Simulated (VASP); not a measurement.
Output of a VASP run:

### OSZICAR
```
       N       E                     dE             d eps       ncg     rms          rms(c)
DAV:   1     0.460713732792E+03    0.46071E+03   -0.22449E+04  7908   0.202E+03
DAV:   2     0.181856267300E+02   -0.44253E+03   -0.43536E+03  8107   0.559E+02
DAV:   3    -0.317151539771E+02   -0.49901E+02   -0.49191E+02 10985   0.176E+02
DAV:   4    -0.329766143764E+02   -0.12615E+01   -0.12542E+01  8752   0.295E+01
DAV:   5    -0.329980591824E+02   -0.21445E-01   -0.21419E-01  9469   0.424E+00    0.190E+01
DAV:   6    -0.301543168878E+02    0.28437E+01   -0.41379E+01 10027   0.572E+01    0.170E+01
DAV:   7    -0.310634081993E+02   -0.90909E+00   -0.35125E+00  8975   0.235E+01    0.102E+01
DAV:   8    -0.308747195672E+02    0.18869E+00   -0.18345E+00  9388   0.977E+00    0.694E+00
DAV:   9    -0.311126271153E+02   -0.23791E+00   -0.16430E-01  9451   0.416E+00    0.143E+00
DAV:  10    -0.311037816283E+02    0.88455E-02   -0.29368E-02  9981   0.188E+00    0.716E-01
DAV:  11    -0.311033908590E+02    0.39077E-03   -0.17342E-02  9284   0.103E+00    0.396E-01
DAV:  12    -0.311027924421E+02    0.59842E-03   -0.93507E-03  9171   0.606E-01    0.107E-01
DAV:  13    -0.311028356319E+02   -0.43190E-04   -0.39704E-04 10491   0.260E-01    0.755E-02
DAV:  14    -0.311027883104E+02    0.47321E-04   -0.15721E-04  9384   0.117E-01    0.350E-02
DAV:  15    -0.311028067735E+02   -0.18463E-04   -0.50769E-05  9395   0.665E-02    0.696E-03
DAV:  16    -0.311028075574E+02   -0.78394E-06   -0.44898E-06  9276   0.229E-02    0.267E-03
DAV:  17    -0.311028077259E+02   -0.16843E-06   -0.44527E-07  7993   0.647E-03    0.206E-03
DAV:  18    -0.311028077081E+02    0.17762E-07   -0.50658E-08  4918   0.374E-03
   1 F= -.31102808E+02 E0= -.31102808E+02  d E =0.000000E+00  mag=     0.0000
```

**OUTCAR**
```
------------------------ aborting loop because EDIFF is reached ----------------------------------------
  FORCE on cell =-STRESS in cart. coord.  units (eV):
  Direction    XX          YY          ZZ          XY          YZ          ZX
  --------------------------------------------------------------------------------------
  Total       -0.0532134     -0.0532134     -0.0532134      0.0124655      0.0124655      0.0124655
  in kB       -1.8770509     -1.8770509     -1.8770509      0.4397084      0.4397084      0.4397084
  external PRESSURE =      -1.8770509 kB  Pullay stress =       0.0000000 kB
  volume of cell :       45.42
      direct lattice vectors                 reciprocal lattice vectors
     4.464355261  2.200982324  2.200982324     0.332141111 -0.109677373 -0.109677373
     2.200982324  4.464355261  2.200982324    -0.109677373  0.332141111 -0.109677373
     2.200982324  2.200982324  4.464355261    -0.109677373 -0.109677373  0.332141111
 POSITION                                       TOTAL-FORCE (eV/Angst)
 -----------------------------------------------------------------------------------
      0.00000      0.00000      0.00000         0.000000     -0.000000     -0.000000
      4.43316      4.43316      4.43316        -0.000000     -0.000000     -0.000000
      2.21658      2.21658      2.21658         0.000000      0.000000     -0.000000
      6.64974      6.64974      6.64974         0.000000     -0.000000      0.000000
 -----------------------------------------------------------------------------------
    total drift:                                0.000000     -0.000000     -0.000000
  FREE ENERGIE OF THE ION-ELECTRON SYSTEM (eV)
  ---------------------------------------------------
  free  energy   TOTEN  =       -31.1028077081 eV

  energy  without entropy=      -31.1028077081  energy(sigma->0) =      -31.10280771

 total charge

# of ion       s       p       d       tot
------------------------------------------
    1        0.200   6.170   4.947  11.317
    2        0.200   6.170   4.947  11.317
    3        1.555   3.435   0.000   4.990
    4        1.555   3.435   0.000   4.990
--------------------------------------------------
tot          3.510  19.211   9.894  32.615

 magnetization (x)

# of ion       s       p       d       tot
------------------------------------------
    1        0.021   0.020   4.535   4.577
    2       -0.021  -0.020  -4.535  -4.577
    3        0.000   0.000   0.000   0.000
    4        0.000   0.000   0.000   0.000
--------------------------------------------------
tot          0.000   0.000   0.000   0.000
```
(Selected blocks of OUTCAR.)

### POSCAR
```
MnO
1
    4.4643552610     2.2009823242     2.2009823242
    2.2009823242     4.4643552610     2.2009823242
    2.2009823242     2.2009823242     4.4643552610
Mn O
2 2
Direct
  0.0000000000   0.0000000000   0.0000000000
  0.5000000000   0.5000000000   0.5000000000
  0.2500000000   0.2500000000   0.2500000000
  0.7500000000   0.7500000000   0.7500000000
```

Task: Reconstruct the remaining input files.

Result: One answer among several that fit: the input of the run itself, PBE GGA + U (Dudarev), plane waves, VASP's PBE PAW potentials (set 64).

File KPOINTS:
```
Automatic
0
Gamma
 9 9 9
0 0 0
```

INCAR:
```
ISMEAR  =  -5   # tetrahedra, Bloechl
ENCUT  =  520
LDAU  =  T
LREAL  =  F   # projection in real space or not
NEDOS  =  601   # DOS grid
LORBIT  =  11
LMAXMIX  =  4   # l cut-off of mixed one-centre charges
LDAUU  =  3.9 0
LCHARG  =  T
SYSTEM  =  MnO
LDAUPRINT  =  1
ALGO  =  Normal   # blocked Davidson
LDAUTYPE  =  2   # Dudarev
LDAUL  =  2 -1
ISPIN  =  2   # spin-polarised
LWAVE  =  F
LASPH  =  T   # aspherical one-centre terms
EDIFF  =  1E-7
ISIF  =  2
PREC  =  Accurate
NELM  =  100
GGA  =  PE   # PBE
LDAUJ  =  0 0
MAGMOM  =  4.6 -4.6 0.0 0.0
LEFG  =  T
```

POTCAR, in this order: Mn_pv O (PBE.64 set). Program: vasp_std.

The compound is MnO in the rock salt, AFM-II order structure. It was relaxed first.
